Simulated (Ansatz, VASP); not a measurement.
# One calculation of Al3BP2, two programs

```
CELL_PARAMETERS angstrom
3.10649 1.79353 2.75673
-3.10649 1.79353 2.75673
0.00000 -3.58706 2.75673
ATOMIC_POSITIONS crystal
Al 0.00000 0.50000 0.00000
Al 0.50000 0.00000 0.00000
Al 0.00000 0.00000 0.50000
B 0.00000 0.00000 0.00000
P 0.62997 0.62997 0.62997
P 0.37003 0.37003 0.37003
```

Change from the starting cell: species swapped into the Ta2MnV3 type (R-3m, No. 166).

Alike in both runs: functional PBE; k mesh 6 × 6 × 6; occupations gaussian, width 0.1 eV; no spin polarisation.

Ansatz relaxed the structure, and its values are those at the end. VASP's run is a single point on that final structure, the one shown.

|  | VASP | Ansatz |
| --- | --- | --- |
| version | VASP 6.6.1 | Ansatz 0.2.0 |
| potentials or method | VASP PAW PBE potentials, release 64 (Al, B, P) | scalar-relativistic, plane waves, PAW |
| plane-wave cutoff (eV) | 520 | 420 |
| valence electrons in the cell | 22 | 22 |

|  | VASP | Ansatz | Ansatz less VASP |
| --- | --- | --- | --- |
| gap on the k mesh at the Fermi level (eV) | none | none | - |
| pressure (GPa) | -0.1 | 0.0 | +0.10 |
| rms of the force components (eV/Å) | 0.016 | 0.000 | -0.0152 |

A gap of «none» marks a metal or a gap that the smearing closes. The functional is the same, so the differences come from potentials, cutoffs and numerics.
